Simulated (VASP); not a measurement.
A run of VASP 6.6.1:

Contents of INCAR:

```
SYSTEM = Be3Te2Se
  PREC = Normal
  ENCUT = 520
  EDIFF = 1E-4
  ISMEAR = 0
  SIGMA = 0.15
  LREAL = .FALSE.
  LASPH = .TRUE.
  NELM = 60
  ALGO = Fast
  ISIF = 3
  LWAVE = .FALSE.
  LCHARG = .FALSE.
  GGA = PE
  IBRION = 2
  NSW = 24
  EDIFFG = -0.08
```

KPOINTS

```
regular mesh
0
G
  3 3 3
  0 0 0
```

Contents of POSCAR:

```
Be3Te2Se
1.0
    5.8994047800      0.0000000000      0.0000000000
   -2.9497023900      5.1090344100      0.0000000000
    0.0000000000      0.0000000000      4.8676761500
Be Te Se
3 2 1
Direct
    0.3333333300      0.6666666700      0.5000000000
    0.6666666700      0.3333333300      0.5000000000
    0.0000000000      0.0000000000      0.5000000000
    0.3333333300      0.6666666700      0.0000000000
    0.6666666700      0.3333333300      0.0000000000
    0.0000000000      0.0000000000      0.0000000000
```

Potentials or basis: VASP PAW PBE potentials, release 64 (Be, Te, Se).

The run is started by

```console
$ cat potpaw_PBE.64/Be/POTCAR potpaw_PBE.64/Te/POTCAR potpaw_PBE.64/Se/POTCAR > POTCAR
$ mpirun -np 1 vasp_std > vasp.out
```

Hardware: 1 thread of Intel(R) Xeon(R) Platinum 8259CL CPU @ 2.50GHz (Skylake/Cascade Lake), on a shared host.

Problem. How long does it take, and how much memory?

Solution. Wall time 45 s on 1 thread of Intel(R) Xeon(R) Platinum 8259CL CPU @ 2.50GHz (Skylake/Cascade Lake) (shared host), peak memory 0.2 GiB. Counts: scf iterations 42, k points 6, ion steps 7.
